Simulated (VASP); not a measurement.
Given:

```
CsSnI3
1.0
    6.18102     0.00000     0.00000
    0.00000     6.18102     0.00000
    0.00000     0.00000     6.18102
Cs Sn I
1 1 3
Direct
  0.00000   0.00000   0.00000
  0.50000   0.50000   0.50000
  0.50000   0.00000   0.50000
  0.00000   0.50000   0.50000
  0.50000   0.50000   0.00000
```

The numbers are results of r2SCAN meta-GGA, VASP's PBE PAW potentials (set 64) (plane waves; VASP), not measurements. Settings: 520 eV cut-off, 4×4×4 Γ-centred mesh, tetrahedra with Blöchl corrections, potentials Cs_sv Sn_d I.

The cores are frozen, which limits the accuracy of field gradients.

Task: Give the principal components of the electric field gradient (V/Å²) and the asymmetry η at each nucleus.

Result: 
```csv
atom,Vxx,Vyy,Vzz,η
Cs1,0.0,0.0,0.0,-
Sn2,0.0,0.0,0.0,-
I3,-176.5,-176.5,353.0,0.00
I4,-176.5,-176.5,353.0,0.00
I5,-176.5,-176.5,353.0,0.00
```

The compound is CsSnI3 in the cubic perovskite structure, the ideal cubic form; the compound distorts at low or room temperature. It was relaxed first.
